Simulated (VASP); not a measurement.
Calculation: LDA (Ceperley-Alder, Perdew-Zunger), VASP's LDA PAW potentials (set 64) (plane waves; VASP).

The input files of a VASP run:

File KPOINTS:
```
Automatic mesh
0
Gamma
10 10 10
0 0 0
```

### INCAR
```
! general
SYSTEM  = NiSi2
PREC    = Accurate
ENCUT   = 500
LREAL   = .False.
LASPH   = .True.

! electronic loop
EDIFF   = 1E-6   ! SCF stop (eV)
NELM    = 100   ! most electronic steps
ALGO    = Normal
LMAXMIX = 4

! smearing
ISMEAR  = 1
SIGMA   = 0.1

! ions
IBRION  = 2   ! conjugate gradients
NSW     = 40   ! most ionic steps
ISIF    = 3   ! ions, shape and volume
EDIFFG  = -0.02   ! ionic stop
PSTRESS = 200   ! kbar

! output
LWAVE   = .False.
LCHARG  = .False.
```

### POSCAR
```
NiSi2
1
    0.0000000000     2.6303411038     2.6303411038
    2.6303411038     0.0000000000     2.6303411038
    2.6303411038     2.6303411038     0.0000000000
Si Ni
2 1
Direct
  0.2500000000   0.2500000000   0.2500000000
  0.7500000000   0.7500000000   0.7500000000
  0.0000000000   0.0000000000   0.0000000000
```

POTCAR, in this order: Si Ni (LDA.64 set). Program: vasp_std.

The resulting files:

File OUTCAR:
```
 ion  position               nearest neighbor table
   1  0.250  0.250  0.250-   3 2.28   3 2.28   3 2.28   3 2.28   2 2.63   2 2.63   2 2.63   2 2.63
                             2 2.63   2 2.63
   2  0.750  0.750  0.750-   3 2.28   3 2.28   3 2.28   3 2.28   1 2.63   1 2.63   1 2.63   1 2.63
                             1 2.63   1 2.63
   3  0.000  0.000  0.000-   2 2.28   2 2.28   2 2.28   1 2.28   2 2.28   1 2.28   1 2.28   1 2.28
  LATTYP: Found a face centered cubic cell.
 ALAT       =     5.2606822076
 Subroutine PRICEL returns:
 Original cell was already a primitive cell.
 Subroutine GETGRP returns: Found 48 space group operations
The static configuration has the point symmetry O_h .
The dynamic configuration has the point symmetry O_h .
 Subroutine INISYM returns: Found 48 space group operations
 Subroutine IBZKPT returns following result:
 Found     47 irreducible k-points:

 Following reciprocal coordinates:
            Coordinates               Weight
  0.000000  0.000000  0.000000      1.000000
  0.100000  0.000000  0.000000      8.000000
  0.200000  0.000000  0.000000      8.000000
  0.300000  0.000000  0.000000      8.000000
  0.400000  0.000000  0.000000      8.000000
  0.500000  0.000000  0.000000      4.000000
...
```

File OSZICAR:
```
       N       E                     dE             d eps       ncg     rms          rms(c)
DAV:   1     0.689167146059E+02    0.68917E+02   -0.77770E+03  1222   0.141E+03
DAV:   2    -0.176440269431E+02   -0.86561E+02   -0.81889E+02  1277   0.252E+02
DAV:   3    -0.218995049007E+02   -0.42555E+01   -0.41369E+01  1583   0.626E+01
DAV:   4    -0.219864476498E+02   -0.86943E-01   -0.86719E-01  1452   0.856E+00
DAV:   5    -0.219888556246E+02   -0.24080E-02   -0.24076E-02  1594   0.151E+00    0.171E+01
DAV:   6    -0.254057396503E+02   -0.34169E+01   -0.48653E+01  1368   0.178E+02    0.223E+01
DAV:   7    -0.199091424633E+02    0.54966E+01   -0.14729E+01  1475   0.114E+02    0.383E+00
DAV:   8    -0.199145901768E+02   -0.54477E-02   -0.18980E+00  1859   0.220E+01    0.296E+00
DAV:   9    -0.198410291187E+02    0.73561E-01   -0.31671E-01  1466   0.131E+01    0.552E-01
DAV:  10    -0.198397487749E+02    0.12803E-02   -0.14354E-02  1653   0.258E+00    0.229E-01
DAV:  11    -0.198395914947E+02    0.15728E-03   -0.84149E-04  1782   0.348E-01    0.590E-02
DAV:  12    -0.198396059273E+02   -0.14433E-04   -0.49682E-05  1952   0.124E-01    0.234E-02
DAV:  13    -0.198395989258E+02    0.70015E-05   -0.17515E-05  1706   0.107E-01    0.728E-03
DAV:  14    -0.198395990314E+02   -0.10564E-06   -0.21105E-06  1121   0.141E-02
   1 F= -.15296150E+02 E0= -.15295332E+02  d E =-.152962E+02
       N       E                     dE             d eps       ncg     rms          rms(c)
DAV:   1    -0.228707427139E+02   -0.30311E+01   -0.31532E+01  1502   0.127E+02    0.190E+01
DAV:   2    -0.272166294956E+02   -0.43459E+01   -0.75636E+01  1327   0.227E+02    0.252E+01
DAV:   3    -0.193160388322E+02    0.79006E+01   -0.21250E+01  1457   0.136E+02    0.453E+00
DAV:   4    -0.193099580550E+02    0.60808E-02   -0.23497E+00  1808   0.215E+01    0.297E+00
DAV:   5    -0.192847256993E+02    0.25232E-01   -0.16046E-01  1700   0.873E+00    0.140E+00
DAV:   6    -0.192736669864E+02    0.11059E-01   -0.45947E-02  1560   0.527E+00    0.365E-01
DAV:   7    -0.192740946758E+02   -0.42769E-03   -0.39834E-03  1769   0.120E+00    0.176E-01
DAV:   8    -0.192739885879E+02    0.10609E-03   -0.66211E-04  1603   0.629E-01    0.249E-02
DAV:   9    -0.192739914325E+02   -0.28445E-05   -0.48726E-05  1775   0.669E-02    0.104E-02
DAV:  10    -0.192739913359E+02    0.96536E-07   -0.72040E-07   926   0.160E-02
   2 F= -.15213531E+02 E0= -.15213486E+02  d E =0.826193E-01
       N       E                     dE             d eps       ncg     rms          rms(c)
DAV:   1    -0.208449320132E+02   -0.15709E+01   -0.11921E+01  1407   0.817E+01    0.961E+00
DAV:   2    -0.218359004343E+02   -0.99097E+00   -0.17109E+01  1604   0.124E+02    0.124E+01
DAV:   3    -0.197671792683E+02    0.20687E+01   -0.89735E+00  1365   0.748E+01    0.301E+00
DAV:   4    -0.197189516173E+02    0.48228E-01   -0.30558E-01  1607   0.973E+00    0.157E+00
DAV:   5    -0.196990712533E+02    0.19880E-01   -0.16860E-02  1975   0.260E+00    0.534E-01
DAV:   6    -0.196972503930E+02    0.18209E-02   -0.30555E-03  1831   0.122E+00    0.152E-01
DAV:   7    -0.196972669010E+02   -0.16508E-04   -0.26605E-04  1627   0.176E-01    0.230E-02
DAV:   8    -0.196972628391E+02    0.40619E-05   -0.12348E-05  1774   0.777E-02    0.965E-03
DAV:   9    -0.196972626305E+02    0.20858E-06   -0.90142E-07   911   0.228E-02
   3 F= -.15348664E+02 E0= -.15348385E+02  d E =-.525139E-01
       N       E                     dE             d eps       ncg     rms          rms(c)
DAV:   1    -0.196924682030E+02    0.47946E-02   -0.36594E-03  1438   0.141E+00    0.188E-01
DAV:   2    -0.196930543717E+02   -0.58617E-03   -0.77357E-03  1466   0.246E+00    0.263E-01
DAV:   3    -0.196920828428E+02    0.97153E-03   -0.33804E-03  1453   0.165E+00    0.308E-02
DAV:   4    -0.196920743103E+02    0.85325E-05   -0.83354E-05  1287   0.786E-02    0.104E-02
DAV:   5    -0.196920727601E+02    0.15503E-05   -0.42173E-06  1343   0.494E-02    0.352E-03
DAV:   6    -0.196920727213E+02    0.38737E-07   -0.45660E-07   701   0.115E-02
   4 F= -.15348707E+02 E0= -.15348456E+02  d E =-.525569E-01
```

File OUTCAR:
```
------------------------ aborting loop because EDIFF is reached ----------------------------------------
  FORCE on cell =-STRESS in cart. coord.  units (eV):
  Direction    XX          YY          ZZ          XY          YZ          ZX
  --------------------------------------------------------------------------------------
  Total        4.3448617      4.3448617      4.3448617     -0.0000000      0.0000000      0.0000000
  in kB      200.0689009    200.0689009    200.0689009     -0.0000000      0.0000000      0.0000000
  external PRESSURE =       0.0689009 kB  Pullay stress =     200.0000000 kB
  volume of cell :       34.79
      direct lattice vectors                 reciprocal lattice vectors
     0.000000000  2.591148599  2.591148599    -0.192964618  0.192964618  0.192964618
     2.591148599 -0.000000000  2.591148599     0.192964618 -0.192964618  0.192964618
     2.591148599  2.591148599 -0.000000000     0.192964618  0.192964618 -0.192964618
 POSITION                                       TOTAL-FORCE (eV/Angst)
 -----------------------------------------------------------------------------------
      1.29557      1.29557      1.29557         0.000000     -0.000000      0.000000
      3.88672      3.88672      3.88672        -0.000000      0.000000     -0.000000
      5.18230      2.59115      2.59115        -0.000000     -0.000000      0.000000
 -----------------------------------------------------------------------------------
    total drift:                                0.000000      0.000000      0.000000
  FREE ENERGIE OF THE ION-ELECTRON SYSTEM (eV)
  ---------------------------------------------------
  free  energy   TOTEN  =       -19.6920727213 eV

  energy  without entropy=      -19.6913177011  energy(sigma->0) =      -19.69182105
  enthalpy is  TOTEN    =       -15.3487073077 eV   P V=        4.3433654136

 reached required accuracy - stopping structural energy minimisation
```
(Selected blocks of OUTCAR.)

**CONTCAR**
```
NiSi2
   1.00000000000000
     0.0000000000000000    2.5911485990473571    2.5911485990473571
     2.5911485990473571   -0.0000000000000000    2.5911485990473571
     2.5911485990473571    2.5911485990473571   -0.0000000000000000
  Si              Ni
     2     1
Direct
     0.2500000000000000    0.2500000000000000    0.2500000000000000
     0.7500000000000000    0.7500000000000000    0.7500000000000000
     0.0000000000000000    1.0000000000000000    1.0000000000000000
```

Energy and stress use the plane-wave basis of the starting cell.

The compound is NiSi2 in the fluorite structure. This run relaxes it under an external pressure of 20 GPa. Symmetry was kept, so distortions that lower it aren't found. The run is not spin-polarised, so no magnetic state was tried.
